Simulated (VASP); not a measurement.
Method: revTPSS meta-GGA, VASP's PBE PAW potentials (set 64) (plane waves; VASP 6.6.1).

Input for VASP

INCAR:
```
ALGO = All
EDIFF = 1E-6
ENCUT = 520
ISMEAR = 0
ISPIN = 2
ISYM = 0
LASPH = .TRUE.
LCHARG = .FALSE.
LMIXTAU = .TRUE.
LORBIT = 10
LREAL = .FALSE.
LWAVE = .FALSE.
MAGMOM = 2
METAGGA = RTPSS
NELM = 200
NUPDOWN = 2
PREC = Normal
SIGMA = 0.01
SYSTEM = S atom
```

**POSCAR**
```
S atom
1
   12.0000000000     0.0000000000     0.0000000000
    0.0000000000    12.5000000000     0.0000000000
    0.0000000000     0.0000000000    13.0000000000
S
1
Direct
  0.0000000000   0.0000000000   0.0000000000
```

**KPOINTS**
```
Automatic mesh
0
Gamma
1 1 1
0 0 0
```

POTCAR, in this order: S (PBE.64 set). Program: vasp_gam. Read from the step before: WAVECAR.

The run wrote:

OUTCAR:
```
 ion  position               nearest neighbor table
   1  0.000  0.000  0.000-
 Subroutine IBZKPT returns following result:
 Found      1 irreducible k-points:

 Following reciprocal coordinates:
            Coordinates               Weight
  0.000000  0.000000  0.000000      1.000000
   k-points           NKPTS =      1   k-points in BZ     NKDIM =      1   number of bands    NBANDS=      8
   number of dos      NEDOS =    301   number of ions     NIONS =      1
   total plane-waves  NPLWV = 392000
   dimension x,y,z NGX =    70 NGY =   70 NGZ =   80
   dimension x,y,z NGXF=   140 NGYF=  140 NGZF=  160
   ions per type =               1
   PREC   = normal    normal or accurate (medium, high low for compatibility)
   ISTART =      1    job   : 0-new  1-cont  2-samecut
   ICHARG =      0    charge: 1-file 2-atom 10-const
   ISPIN  =      2    spin polarized calculation?
   LNONCOLLINEAR =      F non collinear calculations
   LSORBIT =      F    spin-orbit coupling
   INIWAV =      1    electr: 0-lowe 1-rand  2-diag
   ENCUT  =  520.0 eV  38.22 Ry    6.18 a.u.  22.31 23.24 24.17*2*pi/ulx,y,z
   NELM   =    200;   NELMIN=  2; NELMDL=  0     # of ELM steps
   EDIFF  = 0.1E-05   stopping-criterion for ELM
   LREAL  =      F    real-space projection
   NLSPLINE    = F    spline interpolate recip. space projectors
   LMAXMIX     =    2 max onsite mixed and CHGCAR
   VOSKOWN=      0    Vosko Wilk Nusair interpolation
   EDIFFG = 0.1E-04   stopping-criterion for IOM
   NSW    =      0    number of steps for IOM
   NBLOCK =      1;   KBLOCK =      1    inner block; outer block
   IBRION =     -1    ionic relax: 0-MD 1-quasi-New 2-CG
   NFREE  =      0    steps in history (QN), initial steepest desc. (CG)
   ISIF   =      2    stress and relaxation
   ISYM   =      0    0-nonsym 1-usesym 2-fastsym
   TEIN   =    0.0    initial temperature
   TEBEG  =    0.0;   TEEND  =   0.0 temperature during run
   SMASS  =  -3.00    Nose mass-parameter (am)
   PSTRESS=    0.0 pullay stress
   NELECT =       6.0000    total number of electrons
...
```

**OSZICAR**
```
       N       E                     dE             d eps       ncg     rms           ort
SDA:   1    -0.191019496078E+01   -0.19102E+01    0.00000E+00     8   0.295E-01   0.000E+00
CGA:   2    -0.192115272861E+01   -0.10958E-01   -0.10940E-01     8   0.620E-02   0.113E-03
CGA:   3    -0.192311782331E+01   -0.19651E-02   -0.19701E-02     8   0.664E-02  -0.513E-04
SDA:   4    -0.209148173686E+01   -0.16836E+00   -0.16826E+00     8   0.149E+01   0.199E-02
CGA:   5    -0.220261984378E+01   -0.11114E+00   -0.32042E+00     8   0.857E-01   0.120E+00
CGA:   6    -0.225404597792E+01   -0.51426E-01   -0.51396E-01     8   0.270E-01   0.159E-03
CGA:   7    -0.226188243664E+01   -0.78365E-02   -0.78380E-02     8   0.107E-01   0.112E-04
CGA:   8    -0.226502708101E+01   -0.31446E-02   -0.31449E-02     8   0.225E-02   0.421E-05
CGA:   9    -0.226595857480E+01   -0.93149E-03   -0.93115E-03     8   0.649E-03   0.693E-05
CGA:  10    -0.226617328593E+01   -0.21471E-03   -0.21483E-03     8   0.183E-03   0.287E-05
CGA:  11    -0.226624529932E+01   -0.72013E-04   -0.72068E-04     8   0.475E-04  -0.208E-05
CGA:  12    -0.226626374075E+01   -0.18441E-04   -0.18506E-04     8   0.129E-04  -0.246E-05
CGA:  13    -0.226626828475E+01   -0.45440E-05   -0.45444E-05     8   0.263E-05  -0.417E-06
CGA:  14    -0.226626929146E+01   -0.10067E-05   -0.10075E-05     8   0.627E-06  -0.201E-07
SDA:  15    -0.226626959743E+01   -0.30597E-06   -0.33349E-06     8   0.309E-06  -0.168E-06
   1 F= -.22662696E+01 E0= -.22662696E+01  d E =-.178567E-39  mag=     2.0000
```

File OUTCAR:
```
------------------------ aborting loop because EDIFF is reached ----------------------------------------
  FORCE on cell =-STRESS in cart. coord.  units (eV):
  Direction    XX          YY          ZZ          XY          YZ          ZX
  --------------------------------------------------------------------------------------
  Total       -0.0019125     -0.0013563     -0.0017794     -0.0003192      0.0001430      0.0005653
  in kB       -0.0015714     -0.0011144     -0.0014620     -0.0002623      0.0001175      0.0004645
  external PRESSURE =      -0.0013826 kB  Pullay stress =       0.0000000 kB
  volume of cell :     1950.00
      direct lattice vectors                 reciprocal lattice vectors
    12.000000000  0.000000000  0.000000000     0.083333333  0.000000000  0.000000000
     0.000000000 12.500000000  0.000000000     0.000000000  0.080000000  0.000000000
     0.000000000  0.000000000 13.000000000     0.000000000  0.000000000  0.076923077
 POSITION                                       TOTAL-FORCE (eV/Angst)
 -----------------------------------------------------------------------------------
      0.00000      0.00000      0.00000        -0.000000      0.000000      0.000000
 -----------------------------------------------------------------------------------
    total drift:                               -0.000000      0.000000      0.000000
  FREE ENERGIE OF THE ION-ELECTRON SYSTEM (eV)
  ---------------------------------------------------
  free  energy   TOTEN  =        -2.2662695974 eV

  energy  without entropy=       -2.2662695974  energy(sigma->0) =       -2.26626960

 total charge

# of ion       s       p       d       tot
------------------------------------------
    1        1.383   2.101   0.000   3.484

 magnetization (x)

# of ion       s       p       d       tot
------------------------------------------
    1        0.018   1.093   0.000   1.112
```
(Selected blocks of OUTCAR.)

File OUTCAR:
```
 val. band max:       -6.2788403030   @ k =   0.0000   0.0000   0.0000

 cond. band min:      -5.2655871446   @ k =   0.0000   0.0000   0.0000


 Fermi energy:        -6.6896607320

 spin component 1

 k-point     1 :       0.0000    0.0000    0.0000
  band No.  band energies     occupation
      1     -18.3830      1.00000
      2      -8.1420      1.00000
      3      -8.1419      1.00000
      4      -6.7964      1.00000
      5      -0.3288      0.00000
      6       0.6199      0.00000
      7       0.6646      0.00000
      8       0.7225      0.00000

 Fermi energy:        -6.1862060248

 spin component 2

 k-point     1 :       0.0000    0.0000    0.0000
  band No.  band energies     occupation
      1     -16.0101      1.00000
      2      -6.2788      1.00000
      3      -5.2656      0.00000
      4      -5.2655      0.00000
      5      -0.1654      0.00000
      6       0.7291      0.00000
      7       0.8155      0.00000
      8       0.8876      0.00000
```

The atom may not be in its lowest state.

The cell is a free atom in a box.
